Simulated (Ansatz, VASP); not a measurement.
**Cross-check of HfFe2 (HfFe2 (Fd-3m)) between VASP and Ansatz**

Wanted: the spread between two codes on one cell, functional and k mesh. The cell is taken from a series of runs on this material, whose earlier steps may have relaxed, scaled, displaced or heated it; both programs get it as it stands.

Program: Ansatz 0.2.0. Level of theory: plane waves, with VASP 6.6.1 beside it; relaxation of cell and atoms at r2SCAN. Results are calculated unless marked as measured.

### 1. The structure

Symmetry: Fd-3m, No. 227, cubic system. Conventional cell: a = 7.019 Å, b = 7.019 Å, c = 7.019 Å, α = 90.00°, β = 90.00°, γ = 90.00°. Hf has 12 Fe at 2.91 Å and 4 Hf at 3.04 Å nearest. Nearest to Fe lie 6 Fe at 2.48 Å and 6 Hf at 2.91 Å. Farther neighbours are not listed.

### 2. Ansatz: relaxation of cell and atoms, r2SCAN

Ansatz runs on its PAW soft_1 files.

The relaxed volume is the usual yardstick between codes: in a stiff, nearly cubic crystal its relative difference is about their pressure difference at one cell divided by the bulk modulus.

input.yaml reads:

```yaml
crystal:
  lattice:
    - [0.0, 3.509411, 3.509411]
    - [3.509411, 0.0, 3.509411]
    - [3.509411, 3.509411, 0.0]
  atoms:
    - { symbol: Hf, position: [0.5, 0.5, 0.5] }
    - { symbol: Hf, position: [0.75, 0.75, 0.75] }
    - { symbol: Fe, position: [0.125, 0.125, 0.125], spin: 4.0 }
    - { symbol: Fe, position: [0.625, 0.125, 0.125], spin: 4.0 }
    - { symbol: Fe, position: [0.125, 0.625, 0.125], spin: 4.0 }
    - { symbol: Fe, position: [0.125, 0.125, 0.625], spin: 4.0 }
magnetization:
  spin_polarized: true
basis:
  ecutwfc: 500
  xc_grid: 2
hamiltonian:
  xc: r2scan
  pseudopotentials: { kind: paw, azcp: { folder: soft_1 } }
kpoints:
  mp_grid: { grid: [10, 10, 10] }
scf:
  occupations: { method: fermi_dirac, width: 0.05 }
  max_iter: 150
output:
  forces: true
  stress: true
relax:
  f_tol: 0.01
  max_steps: 60
  cell: {}
checkpoint:
  write: "../r2scan.run"
  compress: false
  write_wavefunctions: false
  write_every: 100000
```

Command:

```sh
$ ansatz run input.yaml --threads 4 --pin off --max-ram 6594MiB --backend cpu --events-out ev --progress --plain --runs-dir out
```

Numbers of over 12 decimals in the logs are rounded to 6 here.

The log of the run:

```text
Engine: ansatz 0.2.0, aarch64-unknown-linux-gnu
Pseudopotentials: kind: paw
Pseudopotential: Hf, paw, valence charge 26, recommended cutoff 500 eV (meta_gga), soft_1/Hf.paw.azcp
Pseudopotential: Fe, paw, valence charge 16, recommended cutoff 500 eV (meta_gga), soft_1/Fe.paw.azcp
Functional definition: r2SCAN
  parameter k0 = 0.174
  parameter k1 = 0.065
  parameter a1 = 4.9479
  exchange = r2scan_x(k0 = k0, k1 = k1, a1 = a1)
  correlation = r2scan_c
Crystal: 6 atoms, lattice volume = 86.444 Å³
Basis set: ecut = 500 eV, 2133 PW (Γ), exchange–correlation on 80×80×80 points (8 copies of the dense FFT grid, shifted against one another)
Bands: 80, of which v1, the nominal top of the filled ones, is band 58 counted from 1 (57 counted from 0)
Symmetry: 48 space group operations
Space group: Fd-3m (ITA 227), of the structure as read, at distance tolerance 4.4e-5 Å
Magnetic group: BNS 227.128 (UNI 1630), of the structure as read, at distance tolerance 4.4e-5 Å
k-points: 47 of 1000
Non-local potential: Hf, projectors of the file, l = 0: 3, l = 1: 2, l = 2: 2, l = 3: 3
Non-local potential: Fe, projectors of the file, l = 0: 3, l = 1: 2, l = 2: 3, l = 3: 1
PAW form: soft (Blöchl's): semilocal exchange-correlation on the pseudo side does not see the compensation charge
PAW frozen core: Hf, regenerated for the run's functional (the file was generated under x = pbe(κ = 0.804, μ = 0.219515), c = pbe(β = 0.066725))
PAW frozen core: Fe, regenerated for the run's functional (the file was generated under x = pbe(κ = 0.804, μ = 0.219515), c = pbe(β = 0.066725))
PAW one-centre angular grid: Hf, 974 points (default); XC on 224 Gauss nodes
PAW one-centre angular grid: Fe, 590 points (default); XC on 160 Gauss nodes
Initial density: superposition of atomic densities (chi_scale 0.1, normalization cell)
Starting moments: Σ|m| = 16 μB on 4 of 6 sites
Initial wavefunctions: pseudopotential atomic-orbital guess
Functional: x = r2scan, c = r2scan; τ floored in thin density (d = 2e-4 eV/Å³)
SCF iter   1: F=—  HF=-49408.555734 eV  |F-HF|=—  |Δ(HF+E_count)|=         —  Δρ=7.91e-2 (↑7.91e-2 ↓3.65e-2)  dr2=4.31e0  dr2_τ=9.41e-2  dr2_m=1.74e0  M=10.436 μB ∫|m|=14.268 μB  β_m=0.86  ethr=3.10e-3  ⟨swp⟩=5.6  Hψ=24178  notcnv=0  defer=14
Mixer restart at iter 1: flushing history
preconditioner: auto → Kerker (q_TF=auto, 2.865 Å⁻¹)  [metal: Δε(μ)=0.009 eV  Ē_g=15.709 eV  σ=0.050 eV  W_gap=0.04  n_scr=26 (ndim 8)  ℏωp=35.7 eV  f_vac=0.000  D(μ)=7.45/eV (n_scr^D=88)]
spin=Collinear: Kerker preconditioning applied to the charge; magnetization (m = ρ↑ − ρ↓) channel mixes plain (no charge-response kernel on spin).
SCF iter   2: F=—  HF=-49408.982629 eV  |F-HF|=—  |Δ(HF+E_count)|=   4.27e-1  Δρ=2.64e-2 (↑2.64e-2 ↓2.23e-2)  dr2=1.69e0  dr2_τ=1.37e-2  dr2_m=2.26e-1  M=8.902 μB ∫|m|=14.375 μB  β_m=1.00  ethr=3.10e-3  ⟨swp⟩=2.5  Hψ=11586  notcnv=0  defer=887  κ⁻¹=1.0e0(r=1)
SCF iter   3: F=—  HF=-49410.250687 eV  |F-HF|=—  |Δ(HF+E_count)|=    1.27e0  Δρ=1.76e-2 (↑1.38e-2 ↓1.76e-2)  dr2=1.77e0  dr2_τ=3.42e-3  dr2_m=3.80e-2  M=8.058 μB ∫|m|=14.303 μB  β_m=1.00  ethr=1.46e-3  ⟨swp⟩=2.2  Hψ=9006  notcnv=0  defer=902  κ⁻¹=1.6e-2(r=2)
SCF iter   4: F=—  HF=-49411.527518 eV  |F-HF|=—  |Δ(HF+E_count)|=    1.28e0  Δρ=1.38e-2 (↑1.13e-2 ↓1.38e-2)  dr2=1.40e0  dr2_τ=1.74e-3  dr2_m=1.63e-2  M=7.945 μB ∫|m|=13.880 μB  β_m=1.00  ethr=1.46e-3  ⟨swp⟩=2.5  Hψ=9527  notcnv=0  defer=933  κ⁻¹=7.7e-3(r=3)
SCF iter   5: F=—  HF=-49412.271301 eV  |F-HF|=—  |Δ(HF+E_count)|=   7.44e-1  Δρ=1.25e-2 (↑1.25e-2 ↓1.22e-2)  dr2=1.47e-1  dr2_τ=3.23e-3  dr2_m=8.46e-2  M=7.290 μB ∫|m|=11.688 μB  β_m=1.00  ethr=1.20e-3  ⟨swp⟩=3.1  Hψ=13780  notcnv=0  defer=911  κ⁻¹=2.6e-3(r=4)
SCF iter   6: F=—  HF=-49412.266559 eV  |F-HF|=—  |Δ(HF+E_count)|=         —  Δρ=6.05e-3 (↑6.05e-3 ↓6.04e-3)  dr2=7.59e-2  dr2_τ=9.59e-4  dr2_m=3.73e-3  M=7.358 μB ∫|m|=11.669 μB  β_m=1.00  ethr=1.27e-4  ⟨swp⟩=2.7  Hψ=14629  notcnv=0  defer=901
Mixer restart at iter 6: flushing history
SCF iter   7: F=—  HF=-49412.389260 eV  |F-HF|=—  |Δ(HF+E_count)|=   1.23e-1  Δρ=5.68e-3 (↑4.39e-3 ↓5.68e-3)  dr2=3.06e-2  dr2_τ=8.82e-4  dr2_m=3.76e-3  M=7.323 μB ∫|m|=11.862 μB  β_m=1.00  ethr=6.54e-5  ⟨swp⟩=2.6  Hψ=12288  notcnv=0  defer=901  κ⁻¹=1.0e0(r=1)
SCF iter   8: F=—  HF=-49412.521163 eV  |F-HF|=—  |Δ(HF+E_count)|=   1.32e-1  Δρ=5.08e-3 (↑3.08e-3 ↓5.08e-3)  dr2=3.04e-2  dr2_τ=5.70e-4  dr2_m=2.08e-3  M=7.326 μB ∫|m|=12.046 μB  β_m=1.00  ethr=2.64e-5  ⟨swp⟩=2.6  Hψ=14525  notcnv=0  defer=901  κ⁻¹=1.8e-2(r=2)
[...]
SCF 3 converged in 11 iterations: F = -49412.693265 eV  dr2 = 1.37e-8
relax step   3: F+E_penalty+E_count = -49412.69326486 eV  Δ(F+E_penalty+E_count) = -6.056e-5 eV  max|allowed force component| = 2.891e-18 eV/Å  Δτ_max = 0.0000 Å  P = -0.003 GPa  Ω = 86.946 Å³  energy of the carried Pulay correction = -3.841e-4 eV  (11 SCF iters, dr2 threshold 2.45e-8 eV, accepted)
Initial wavefunctions: pseudopotential atomic-orbital guess (no wavefunctions were taken with the density)
[...]
preconditioner: auto → Kerker (q_TF=auto, 2.502 Å⁻¹)  [metal: Δε(μ)=0.001 eV  Ē_g=15.743 eV  σ=0.050 eV  W_gap=0.01  n_scr=14 (ndim 8)  ℏωp=35.6 eV  f_vac=0.000  D(μ)=2.90/eV (n_scr^D=14)]
spin=Collinear: Kerker preconditioning applied to the charge; magnetization (m = ρ↑ − ρ↓) channel mixes plain (no charge-response kernel on spin).
[...]
SCF iter   8: F=—  HF=-49412.693621 eV  |F-HF|=—  |Δ(HF+E_count)|=   9.42e-9  Δρ=5.87e-6 (↑4.90e-6 ↓5.87e-6)  dr2=4.90e-8  dr2_τ=4.94e-9  dr2_m=1.86e-9  M=7.414 μB ∫|m|=12.383 μB  β_m=1.00  ethr=3.46e-11  ⟨swp⟩=1.0  Hψ=7520  notcnv=0  κ⁻¹=1.8e-6(r=7)
SCF iter   9: F=—  HF=-49412.693622 eV  |F-HF|=—  |Δ(HF+E_count)|=   3.97e-7  Δρ=1.79e-6 (↑1.27e-6 ↓1.79e-6)  dr2=3.78e-9  dr2_τ=2.83e-10  dr2_m=3.04e-10  M=7.414 μB ∫|m|=12.383 μB  β_m=1.00  ethr=3.46e-11  ⟨swp⟩=2.0  Hψ=12840  notcnv=0  κ⁻¹=3.2e-7(r=8)
SCF iter  10: F=—  HF=-49412.693622 eV  |F-HF|=—  |Δ(HF+E_count)|=   5.09e-9  Δρ=8.64e-7 (↑7.11e-7 ↓8.64e-7)  dr2=1.04e-9  dr2_τ=3.96e-11  dr2_m=3.74e-11  M=7.414 μB ∫|m|=12.383 μB  β_m=1.00  ethr=3.26e-12  ⟨swp⟩=2.0  Hψ=12992  notcnv=0  κ⁻¹=8.9e-7(r=8)
SCF iter  11: F=—  HF=-49412.693622 eV  |F-HF|=—  |Δ(HF+E_count)|=   2.12e-9  Δρ=4.66e-7 (↑4.66e-7 ↓4.49e-7)  dr2=6.26e-10  dr2_τ=1.21e-11  dr2_m=1.81e-11  M=7.414 μB ∫|m|=12.383 μB  β_m=1.00  ethr=1.00e-12  ⟨swp⟩=2.0  Hψ=12940  notcnv=0  κ⁻¹=5.7e-7(r=8)
SCF iter  12: F=—  HF=-49412.693622 eV  |F-HF|=—  |Δ(HF+E_count)|=   3.16e-9  Δρ=2.08e-7 (↑1.56e-7 ↓2.08e-7)  dr2=1.02e-10  dr2_τ=1.22e-12  dr2_m=2.83e-12  M=7.414 μB ∫|m|=12.383 μB  β_m=1.00  ethr=1.00e-12  ⟨swp⟩=2.0  Hψ=11198  notcnv=0  κ⁻¹=1.7e-5(r=8)
SCF iter  13: F=—  HF=-49412.693622 eV  |F-HF|=—  |Δ(HF+E_count)|=  9.02e-10  Δρ=1.24e-7 (↑8.74e-8 ↓1.24e-7)  dr2=2.61e-11  dr2_τ=4.72e-13  dr2_m=2.90e-12  M=7.414 μB ∫|m|=12.383 μB  β_m=1.00  ethr=1.00e-12  ⟨swp⟩=2.0  Hψ=9077  notcnv=0  κ⁻¹=2.4e-5(r=8)
SCF iter  14: F=—  HF=-49412.693622 eV  |F-HF|=—  |Δ(HF+E_count)|=  1.16e-10  Δρ=5.57e-8 (↑5.57e-8 ↓4.06e-8)  dr2=3.37e-12  dr2_τ=9.40e-14  dr2_m=5.01e-13  M=7.414 μB ∫|m|=12.383 μB  β_m=1.00  ethr=1.00e-12  ⟨swp⟩=1.1  Hψ=7543  notcnv=0  κ⁻¹=9.9e-6(r=8)
SCF iter  15: F=—  HF=-49412.693622 eV  |F-HF|=—  |Δ(HF+E_count)|=    0.00e0  Δρ=5.14e-8 (↑3.28e-8 ↓5.14e-8)  dr2=3.99e-12  dr2_τ=5.81e-14  dr2_m=1.57e-13  M=7.414 μB ∫|m|=12.383 μB  β_m=1.00  ethr=1.00e-12  ⟨swp⟩=1.0  Hψ=7520  notcnv=0  κ⁻¹=1.2e-5(r=8)
SCF iter  16: F=—  HF=-49412.693622 eV  |F-HF|=—  |Δ(HF+E_count)|=  3.64e-11  Δρ=3.25e-8 (↑3.22e-8 ↓3.25e-8)  dr2=2.80e-12  dr2_τ=2.39e-14  dr2_m=2.72e-14  M=7.414 μB ∫|m|=12.383 μB  β_m=1.00  ethr=1.00e-12  ⟨swp⟩=1.0  Hψ=7520  notcnv=0  κ⁻¹=1.0e-6(r=8)
SCF iter  17: F=-49412.693622 eV  HF=-49412.693622 eV  |F-HF|=7.28e-12  |Δ(HF+E_count)|=  7.28e-12  Δρ=1.87e-8 (↑1.87e-8 ↓1.34e-8)  dr2=4.19e-13  dr2_τ=1.38e-14  dr2_m=5.70e-14  M=7.414 μB ∫|m|=12.383 μB  ethr=1.00e-12  ⟨swp⟩=3.4  Hψ=26182  notcnv=0
SCF 4 converged in 17 iterations: F = -49412.693622 eV  dr2 = 4.19e-13
  greatest PAW one-centre occupation: 1.001 electrons in one spin orbital (limit 2), on the Fe atom at site 5 (counted from 0), in its partial waves of l = 1
relax step   4: F+E_penalty+E_count = -49412.69362166 eV  Δ(F+E_penalty+E_count) = -3.568e-4 eV  max|allowed force component| = 2.741e-18 eV/Å  Δτ_max = 0.0000 Å  P = +0.002 GPa  Ω = 86.946 Å³  stress off target by 2.43e-3 GPa  SCF on the basis re-selected at this cell (its energy is not comparable with the rows above)  (17 SCF iters)
basis re-selected at this cell: Δ(F+E_penalty+E_count) = -3.568e-4 eV, ΔP = +0.005 GPa vs the last step (what re-selecting the basis moved, of the pressure what is left beyond the Pulay correction that the steps carried, after the strain that the cell walked since its last selection, with what the two solves' SCF thresholds leave and, on support functions, any second-order correction that the steps lacked; it is no m [...]
SCF converged after 17 iterations
Stability not checked: this state was not tested for a lower state beside it, because the mixer in use, unlike msr1, does not test its closes by its own steps (another_mixer; see scf.mixing.algorithm and scf.lower_state_search)
Magnetization: 7.4137 μB (61.7068 up, 54.2932 down)
Absolute magnetization: 12.3921 μB (∫|ρ↑−ρ↓|, with the PAW one-centre terms)
Spin contamination: 1.5469 ħ² per cell (⟨S²⟩ above its minimum at these occupations)
Per-site moments (μB) at R_I (Å): [(-0.569461, 1.202636), (-0.569461, 1.202636), (2.465172, 1.025612), (2.465172, 1.025612), (2.465172, 1.025612), (2.465172, 1.025612)]
Free energy (F): -49412.693622 eV
Harris-Foulkes:  -49412.693622 eV  (|F-HF|=7.28e-12)
Internal energy: -49412.670094 eV  (E = F + TS)
E sigma→0 (E₀):  -49412.681858 eV
Entropy (-TS):   -0.023527 eV (-3.921 meV/atom)
Fermi energy:    18.990491 eV
--- Per-component energies (eV) ---
  E_band       = -913.642919
  E_kinetic    = 2139.073379
  E_local      = -20513.049678  (includes V_loc(G=0)·N_el)
  E_nonlocal   = 1273.516478
  E_hartree    = 9409.332286
  E_xc         = -928.787199
  E_vxc        = -1192.104210  (∫ρ·V_xc dr)
  E_paw        = -21014.737638  (= ΣΔE_a)
  E_vpaw       = -1513.110199  (= ΣTr[D̂ρ^β])
  E_aug_tail   = -0.004352  (compensation charges beyond the density's cutoff)
  E_vtau       = 73.371052  (kinetic-family band-sum trace: ∫τ·v_τ [+ j·A + Jᵃ·Aᵃ] dr)
  E_ewald      = -19777.498582
  E_core_change = -0.514788  (= ΣΔE_core)
  E_smearing   = -0.023527  (= −TS)
  E_closure    = -0.000000  (closes the sum)
  Σ components = -49412.693622   (vs F -49412.693622, Δ=0.00e0)
--- Forces (eV/Å), atoms counted from 1 ---
  atom   1  Hf     0.00000000    -0.00000000     0.00000000
  atom   2  Hf    -0.00000000     0.00000000    -0.00000000
  atom   3  Fe     0.00000000    -0.00000000    -0.00000000
  atom   4  Fe     0.00000000    -0.00000000    -0.00000000
  atom   5  Fe     0.00000000    -0.00000000    -0.00000000
  atom   6  Fe     0.00000000     0.00000000    -0.00000000
  max |Σ_I F_I| component: 2.26e-18 eV/Å
--- Stress (GPa, compression-positive) ---
        0.002426      -0.000000       0.000000
        0.000000       0.002426       0.000000
        0.000000       0.000000       0.002426
  P = ⅓ Tr σ = 0.0024 GPa (0.024 kbar)
--- Relaxed structure (3 steps of the walk, 3 accepted, 1 SCFs on fresh bases) ---
  F+E_penalty+E_count = -49412.69362166 eV   max|allowed force component| = 2.741e-18 eV/Å   (the final SCF, on the basis selected at the relaxed cell)
  cell:  # Å, volume = 86.9465 Å³
    - [0, 3.516203, 3.516203]
    - [3.516203, 0, 3.516203]
    - [3.516203, 3.516203, 0]
  atoms:
    - { symbol: Hf, position: [0.5, 0.5, 0.5] }
    - { symbol: Hf, position: [0.750000, 0.750000, 0.750000] }
    - { symbol: Fe, position: [0.125, 0.125, 0.125] }
    - { symbol: Fe, position: [0.625000, 0.125, 0.125] }
    - { symbol: Fe, position: [0.125, 0.625000, 0.125] }
    - { symbol: Fe, position: [0.125, 0.125, 0.625000] }
```

The column dr2 measures how far the density is from self-consistency, as an energy; F and HF (Harris–Foulkes) agree once it is small.

[end of part 1 of 2]

[Lines on the potential files, build, host, timing and source positions are cut from VASP's logs without a mark.]

[Logs are printed without paths, hosts, clocks, repeated set-up lines and the standing remarks that a program may print on its own settings, such as how far it seeks lower states.]

[Hosts, paths, dates, database ids (printed as entryN), source tags and the programs' standing remarks are cut or masked in the printed files.]
